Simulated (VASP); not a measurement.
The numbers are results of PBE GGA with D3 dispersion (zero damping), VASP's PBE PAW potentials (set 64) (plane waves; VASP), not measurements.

VASP input:

INCAR:
```
LEFG = T
GGA = PE   ! PBE
LCHARG = T
LREAL = F
LMAXMIX = 4   ! l cut-off of mixed one-centre charges
NEDOS = 601
LASPH = T   ! aspherical one-centre terms
SYSTEM = ZrB2
ISIF = 2   ! forces and stress, cell fixed
PREC = Accurate
IVDW = 11   ! D3, zero damping
LWAVE = F
ALGO = Normal
ISMEAR = -5   ! tetrahedra, Bloechl
LORBIT = 11   ! lm-projected
NELM = 100
ENCUT = 520
EDIFF = 1E-7   ! SCF stop (eV)
```

### POSCAR
```
ZrB2
1
    1.5746955009    -2.7274530749     0.0000000000
    1.5746955009     2.7274530749     0.0000000000
    0.0000000000     0.0000000000     3.5218129077
Zr B
1 2
Direct
  0.0000000000   0.0000000000   0.0000000000
  0.3333330000   0.6666670000   0.5000000000
  0.6666670000   0.3333330000   0.5000000000
```

**KPOINTS**
```
Automatic mesh
0
Gamma
12 12 10
0 0 0
```

POTCAR, in this order: Zr_sv B (PBE.64 set). Program: vasp_std.

Output

### OUTCAR
```
 ion  position               nearest neighbor table
   1  0.000  0.000  0.000-   2 2.53   3 2.53   2 2.53   3 2.53   3 2.53   3 2.53   2 2.53   2 2.53
                             3 2.53   3 2.53   2 2.53   2 2.53
   2  0.333  0.667  0.500-   3 1.82   3 1.82   3 1.82   1 2.53   1 2.53   1 2.53   1 2.53   1 2.53
                             1 2.53
   3  0.667  0.333  0.500-   2 1.82   2 1.82   2 1.82   1 2.53   1 2.53   1 2.53   1 2.53   1 2.53
                             1 2.53
  LATTYP: Found a hexagonal cell.
 ALAT       =     3.1493914009
 C/A-ratio  =     1.1182518967
 Subroutine PRICEL returns:
 Original cell was already a primitive cell.
 Subroutine GETGRP returns: Found 24 space group operations
The static configuration has the point symmetry D_6h.
The dynamic configuration has the point symmetry D_6h.
 Subroutine INISYM returns: Found 24 space group operations
 Subroutine IBZKPT returns following result:
 Found    114 irreducible k-points:

 Following reciprocal coordinates:
            Coordinates               Weight
  0.000000  0.000000  0.000000      1.000000
  0.083333 -0.000000  0.000000      6.000000
  0.166667  0.000000  0.000000      6.000000
  0.250000 -0.000000  0.000000      6.000000
...
```

File OSZICAR:
```
       N       E                     dE             d eps       ncg     rms          rms(c)
DAV:   1     0.112640125480E+03    0.11264E+03   -0.99513E+03  2964   0.139E+03
DAV:   2    -0.221694470928E+02   -0.13481E+03   -0.13133E+03  3492   0.339E+02
DAV:   3    -0.275838774005E+02   -0.54144E+01   -0.53723E+01  4851   0.597E+01
DAV:   4    -0.276848896446E+02   -0.10101E+00   -0.10104E+00  3627   0.769E+00
DAV:   5    -0.276873675583E+02   -0.24779E-02   -0.24787E-02  4680   0.926E-01    0.224E+01
DAV:   6    -0.250037026592E+02    0.26837E+01   -0.77611E+00  3570   0.200E+01    0.914E+00
DAV:   7    -0.249680530121E+02    0.35650E-01   -0.91609E-01  4530   0.631E+00    0.320E+00
DAV:   8    -0.249705213569E+02   -0.24683E-02   -0.10577E-01  3591   0.304E+00    0.818E-01
DAV:   9    -0.249667222635E+02    0.37991E-02   -0.19226E-02  3729   0.116E+00    0.147E-01
DAV:  10    -0.249667160204E+02    0.62431E-05   -0.96788E-04  3735   0.293E-01    0.435E-02
DAV:  11    -0.249667241166E+02   -0.80962E-05   -0.30919E-05  3909   0.659E-02    0.149E-02
DAV:  12    -0.249667281308E+02   -0.40143E-05   -0.24589E-06  3907   0.168E-02    0.353E-03
DAV:  13    -0.249667297561E+02   -0.16253E-05   -0.38554E-07  3620   0.543E-03    0.128E-03
DAV:  14    -0.249667293844E+02    0.37165E-06   -0.28454E-08  1862   0.184E-03    0.361E-04
DAV:  15    -0.249667293760E+02    0.84387E-08   -0.31160E-09  1772   0.636E-04
   1 F= -.25810670E+02 E0= -.25810670E+02  d E =0.000000E+00
```

OUTCAR:
```
------------------------ aborting loop because EDIFF is reached ----------------------------------------
 Edisp (eV)   -0.84394
  FORCE on cell =-STRESS in cart. coord.  units (eV):
  Direction    XX          YY          ZZ          XY          YZ          ZX
  --------------------------------------------------------------------------------------
  Total       0.04369     0.04369    -0.15432     0.00000     0.00000    -0.00000
  in kB       2.31366     2.31366    -8.17307     0.00000     0.00000    -0.00000
  external pressure =       -1.18 kB  Pullay stress =        0.00 kB
  volume of cell :       30.25
      direct lattice vectors                 reciprocal lattice vectors
     1.574695501 -2.727453075  0.000000000     0.317521705 -0.183321211  0.000000000
     1.574695501  2.727453075  0.000000000     0.317521705  0.183321211  0.000000000
     0.000000000  0.000000000  3.521812908     0.000000000  0.000000000  0.283944669
 POSITION                                       TOTAL-FORCE (eV/Angst)
 -----------------------------------------------------------------------------------
      0.00000      0.00000      0.00000         0.000000      0.000000      0.000000
      1.57470      0.90915      1.76091        -0.000000      0.000000      0.000000
      1.57470     -0.90915      1.76091         0.000000     -0.000000     -0.000000
 -----------------------------------------------------------------------------------
    total drift:                                0.000000     -0.000000      0.000000
  FREE ENERGIE OF THE ION-ELECTRON SYSTEM (eV)
  ---------------------------------------------------
  free  energy   TOTEN  =       -25.8106703517 eV

  energy  without entropy=      -25.8106703517  energy(sigma->0) =      -25.81067035

 total charge

# of ion       s       p       d       tot
------------------------------------------
    1        2.171   6.034   1.792   9.997
    2        0.669   1.257   0.000   1.926
    3        0.669   1.257   0.000   1.926
--------------------------------------------------
tot          3.510   8.548   1.792  13.849

 Electric field gradients after diagonalization (V/A^2)
 (convention: |V_zz| > |V_xx| > |V_yy|)
----------------------------------------------------------------------
 ion       V_xx      V_yy      V_zz     asymmetry (V_yy - V_xx)/ V_zz
----------------------------------------------------------------------
   1     -21.530   -21.526    43.056       0.000
   2      -1.009    -1.009     2.018       0.000
   3      -1.009    -1.009     2.018       0.000
```
(Selected blocks of OUTCAR.)

For a metal the tetrahedron method with Blöchl corrections gives inexact stress and forces.

The compound is ZrB2 in the AlB2 type structure. It was relaxed first.
